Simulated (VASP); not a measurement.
# InOs (Cmcm) in VASP: reference runs

Reference runs on InOs: the cell as given.

All numbers are computed with VASP 6.6.1; they aren't measurements. Logs are shortened: lines on timing, memory, paths and dates and some standing lists are left out, and cuts for length are marked.

## 1. The structure

Symmetry: Cmcm, No. 63, orthorhombic system. The conventional cell has a = 3.871 Å, b = 10.619 Å, c = 4.324 Å, α = 90.00°, β = 90.00°, γ = 90.00°. In (site symmetry m2m) is surrounded by 7 Os at 2.97 to 3.06 Å. Around Os (site symmetry m2m) lie 2 Os at 2.65 Å and 6 In at 2.97 to 2.99 Å.

The cell was built by a generator and needn't be a form met in nature.

## 2. Single point, PBE

Input file INCAR:

```
  PREC = Accurate
  ENCUT = 520
  EDIFF = 1E-7
  ISMEAR = -1
  SIGMA = 0.05
  LREAL = False
  LASPH = True
  NELM = 100
  ALGO = Normal
  ISIF = 2
  LWAVE = False
  LCHARG = False
  GGA = PE
  NBANDS = 29
```

Input file KPOINTS:

```
regular mesh
0
Gamma
  7 7 6
```

Input file POSCAR:

```
InOs
1.0
    1.9352684800     -5.3094379800      0.0000000000
    1.9352684800      5.3094379800      0.0000000000
    0.0000000000      0.0000000000      4.3243877000
In Os
2 2
Direct
    0.8600000100      0.1399999900      0.2500000000
    0.1399999900      0.8600000100      0.7500000000
    0.5720000100      0.4279999900      0.2500000000
    0.4279999900      0.5720000100      0.7500000000
```

Potentials or basis: VASP PAW PBE potentials, release 64 (In_d, Os).

Run with:

```console
cat potpaw_PBE.64/In_d/POTCAR potpaw_PBE.64/Os/POTCAR > POTCAR
mpirun -np 1 vasp_std > vasp.out
```

OUTCAR:

```text
PREC = Accurate
   ENCUT = 520
   EDIFF = 1E-7
   ISMEAR = -1
   LREAL = False
   LASPH = True
   NELM = 100
   ISIF = 2
   GGA = PE

 ion  position               nearest neighbor table
   1  0.860  0.140  0.250-   3 2.97   3 2.97   4 2.99   4 2.99   4 2.99   4 2.99   3 3.06   2 3.68
                             2 3.68   2 3.73   2 3.73   2 3.73   2 3.73
   2  0.140  0.860  0.750-   4 2.97   4 2.97   3 2.99   3 2.99   3 2.99   3 2.99   4 3.06   1 3.68
                             1 3.68   1 3.73   1 3.73   1 3.73   1 3.73
   3  0.572  0.428  0.250-   4 2.65   4 2.65   1 2.97   1 2.97   2 2.99   2 2.99   2 2.99   2 2.99
                             1 3.06
   4  0.428  0.572  0.750-   3 2.65   3 2.65   2 2.97   2 2.97   1 2.99   1 2.99   1 2.99   1 2.99
                             2 3.06

  LATTYP: Found a base centered orthorhombic cell.
 ALAT       =     3.8705369600
 B/A-ratio  =     2.7435149360
 C/A-ratio  =     1.1172578236

  Lattice vectors:

 A1 = (   1.9352684800,  -5.3094379800,   0.0000000000)
 A2 = (   1.9352684800,   5.3094379800,   0.0000000000)
 A3 = (   0.0000000000,   0.0000000000,   4.3243877000)

Analysis of symmetry for initial positions (statically):
=====================================================================
 Subroutine PRICEL returns:
 Original cell was already a primitive cell.

 Routine SETGRP: Setting up the symmetry group for a
 base centered orthorhombic supercell.

 Subroutine GETGRP returns: Found  8 space group operations
 (whereof  4 operations were pure point group operations)
 out of a pool of  8 trial point group operations.

The static configuration has the point symmetry C_2h.
 The point group associated with its full space group is D_2h.

Analysis of symmetry for dynamics (positions and initial velocities):
=====================================================================
 Subroutine PRICEL returns:
 Original cell was already a primitive cell.

 Routine SETGRP: Setting up the symmetry group for a
 base centered orthorhombic supercell.

 Subroutine GETGRP returns: Found  8 space group operations
 (whereof  4 operations were pure point group operations)
 out of a pool of  8 trial point group operations.

The dynamic configuration has the point symmetry C_2h.
 The point group associated with its full space group is D_2h.

 Subroutine INISYM returns: Found  8 space group operations
 (whereof  4 operations are pure point group operations),
[... 99 lines left out ...]
   NELM   =    100;   NELMIN=  2; NELMDL= -5     # of ELM steps
   EDIFF  = 0.1E-06   stopping-criterion for ELM
   LREAL  =      F    real-space projection
   EDIFFG = 0.1E-05   stopping-criterion for IOM
   NSW    =      0    number of steps for IOM
   IBRION =     -1    ionic relax: 0-MD 1-quasi-New 2-CG
   NFREE  =      0    steps in history (QN), initial steepest desc. (CG)
   ISIF   =      2    stress and relaxation
   ISYM   =      2    0-nonsym 1-usesym 2-fastsym
   POTIM  = 0.5000    time-step for ionic-motion
   TEBEG  =    0.0;   TEEND  =   0.0 temperature during run
   PSTRESS=    0.0 pullay stress
   NELECT =      42.0000    total number of electrons
   NUPDOWN=      -1.0000    fix difference up-down
   EMIN   =  10.00;   EMAX   =-10.00  energy-range for DOS
   EFERMI =   0.00;   METHOD = LEGACY
   ISMEAR =    -1;   SIGMA  =   0.05  broadening in eV -4-tet -1-fermi 0-gaus
   EFERMI_NEDOS =   21; number of points for ismear=-14 and -15
   IALGO  =     38    algorithm
   IMIX   =      4    mixing-type and parameters
     AMIX     =   0.40;   BMIX     =  1.00
     AMIX_MAG =   1.60;   BMIX_MAG =  1.00
  volume/ion in A,a.u.               =      22.22       149.93
  Fermi-wavevector in a.u.,A,eV,Ry     =   1.275195  2.409768 22.124723  1.626121
  Thomas-Fermi vector in A             =   2.407920
   LORBIT       =      0    0 simple, 1 ext, 2 COOP (PROOUT), +10 PAW based schemes
   GGA     = PE    functional components
   LHFCALC =     F    Hartree Fock is set to
   AEXX    =    0.0000 exact exchange contribution
   IVDW    =     0    specifies the selected vdW correction
   LEPSILON=     F    determine dielectric tensor
   LRPA    =     F    only Hartree local field effects (RPA)
 non-spin polarized calculation
  energy-cutoff  :      520.00
  volume of cell :       88.87
 maximum number of plane-waves:      2406
 NGX is ok and might be reduce to    42
   NGX = 21   NGY = 21   NGZ = 17

 number of electron      41.9999989 magnetization

 Free energy of the ion-electron system (eV)
  ---------------------------------------------------
  ext. energy  EPLUGINS =         0.00000000
  ---------------------------------------------------
  free energy    TOTEN  =       -24.38984786 eV

  energy without entropy =      -24.33569998  energy(sigma->0) =      -24.36277392

 E-fermi :   6.3798     XC(G=0): -11.1363

 val. band max:        6.3797337292   @ k =   0.2857   0.0000   0.0000
 cond. band min:       6.3931854243   @ k =  -0.4286   0.2857   0.1667
 fundamental gap:      0.0134516951
 Fermi energy:         6.3797618528

 k-point     1 :       0.0000    0.0000    0.0000
  band No.  band energies     occupation
      1      -7.6884      2.00000
      2      -7.6596      2.00000
      3      -7.6408      2.00000
      4      -7.6383      2.00000
      5      -7.6368      2.00000
      6      -7.6158      2.00000
[... 757 lines left out ...]
     28      12.1886      0.00000
     29      13.6365      0.00000

 [... further k-points ...]

------------------------ aborting loop because EDIFF is reached ----------------------------------------

  FORCE on cell =-STRESS in cart. coord.  units (eV):
  Direction    XX          YY          ZZ          XY          YZ          ZX
  --------------------------------------------------------------------------------------
  -------------------------------------------------------------------------------------
  Total       -5.1421334    -10.7516924     -8.2973541      0.0000000      0.0000000      0.0000000
  in kB      -92.7063591   -193.8398302   -149.5911189      0.0000000      0.0000000      0.0000000
  external PRESSURE =    -145.3791027 kB  Pullay stress =       0.0000000 kB

 VOLUME and BASIS-vectors are now :
 -----------------------------------------------------------------------------
  energy-cutoff  :      520.00
  volume of cell :       88.87
      direct lattice vectors                 reciprocal lattice vectors
     1.935268480 -5.309437980  0.000000000     0.258362085 -0.094171926  0.000000000
     1.935268480  5.309437980  0.000000000     0.258362085  0.094171926  0.000000000
     0.000000000  0.000000000  4.324387700     0.000000000  0.000000000  0.231246611

 POSITION                                       TOTAL-FORCE (eV/Angst)
 -----------------------------------------------------------------------------------
      1.93527     -3.82280      1.08110         0.000000      0.298591     -0.000000
      1.93527      3.82280      3.24329         0.000000     -0.298591      0.000000
      1.93527     -0.76456      1.08110         0.000000      1.781794      0.000000
      1.93527      0.76456      3.24329         0.000000     -1.781794      0.000000
 -----------------------------------------------------------------------------------
    total drift:                                0.000000      0.000000      0.000000

  FREE ENERGIE OF THE ION-ELECTRON SYSTEM (eV)
  ---------------------------------------------------
  free  energy   TOTEN  =       -24.3898478579 eV

  energy  without entropy=      -24.3356999801  energy(sigma->0) =      -24.36277392
```

OSZICAR:

```text
N       E                     dE             d eps       ncg     rms          rms(c)
DAV:   1     0.392107850257E+03    0.39211E+03   -0.19727E+04  3717   0.182E+03
DAV:   2     0.233841294534E+02   -0.36872E+03   -0.35603E+03  3717   0.471E+02
DAV:   3    -0.228101247869E+02   -0.46194E+02   -0.43712E+02  4449   0.171E+02
DAV:   4    -0.254010474744E+02   -0.25909E+01   -0.25288E+01  4423   0.405E+01
DAV:   5    -0.254932536770E+02   -0.92206E-01   -0.92053E-01  5163   0.795E+00    0.120E+01
DAV:   6    -0.246269696387E+02    0.86628E+00   -0.39805E+00  4942   0.108E+01    0.380E+00
DAV:   7    -0.244477544439E+02    0.17922E+00   -0.10263E+00  5051   0.742E+00    0.325E+00
DAV:   8    -0.243925353597E+02    0.55219E-01   -0.16090E-01  4471   0.247E+00    0.617E-01
DAV:   9    -0.243899680043E+02    0.25674E-02   -0.14640E-02  4939   0.105E+00    0.272E-01
DAV:  10    -0.243898482223E+02    0.11978E-03   -0.15520E-03  5007   0.294E-01    0.640E-02
DAV:  11    -0.243898387563E+02    0.94660E-05   -0.13315E-04  4388   0.871E-02    0.271E-02
DAV:  12    -0.243898468145E+02   -0.80582E-05   -0.16723E-05  5289   0.237E-02    0.687E-03
DAV:  13    -0.243898474060E+02   -0.59151E-06   -0.14364E-06  4873   0.108E-02    0.294E-03
DAV:  14    -0.243898478950E+02   -0.48903E-06   -0.26418E-07  3549   0.327E-03    0.104E-03
DAV:  15    -0.243898478579E+02    0.37134E-07   -0.20913E-08  2271   0.174E-03
   1 F= -.24389848E+02 E0= -.24362774E+02  d E =-.541479E-01
```

stdout:

```text
POSCAR found type information on POSCAR InOs
 POSCAR found :  2 types and       4 ions
 scaLAPACK will be used
 LDA part: xc-table for (Slater+PW92), standard interpolation
 POSCAR, INCAR and KPOINTS ok, starting setup
 FFT: planning ... GRIDC
 FFT: planning ... GRID_SOFT
 FFT: planning ... GRID
 WAVECAR not read
 entering main loop
```

Wall time 1.8 min (1 thread of AMD EPYC 9R45 (Zen 5), shared host); peak memory 0.29 GiB.

What came out:

| Item | Value |
| --- | --- |
| Free energy | -24.3898 eV |
| Pressure | -14.5 GPa |
| Largest force | 1.782 eV/Å |
| Band gap on the k mesh | none (metal or under the smearing width) |

Forces on the atoms (eV/Å):
```
In   0.000  0.299  0.000
In   0.000 -0.299  0.000
Os   0.000  1.782  0.000
Os   0.000 -1.782  0.000
```

Caveat: forces of over 1 eV/Å show positions far from the minimum, so gaps and moduli don't describe the material at rest. The run has no spin-orbit coupling, so splittings on Os are missing.
